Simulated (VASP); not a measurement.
Here is the system:

```
CELL_PARAMETERS angstrom
      2.13090    -1.23036    -0.00411
      2.13090     1.23036    -0.00411
     -1.38814     0.00000     3.59236
ATOMIC_POSITIONS crystal
  C  0.83333 0.83333 0.99999
  C  0.16667 0.16667 0.00001
```

Computed with PBEsol GGA, VASP's PBE PAW potentials (set 64) (plane waves; VASP). Numerical set-up: 520 eV cut-off, 14×14×8 Γ-centred mesh, tetrahedra with Blöchl corrections, potentials C.

Q: Predict the energy per atom (σ→0).

A: 
| Property | Value |
|---|---|
| energy per atom (σ→0) | -9.645 eV/atom |

The absolute energy has meaning only against runs of the same code, potentials and settings.

The structure comes from a computed database's C entry (C2/m); how it stands against other phases isn't given here. It was relaxed first.
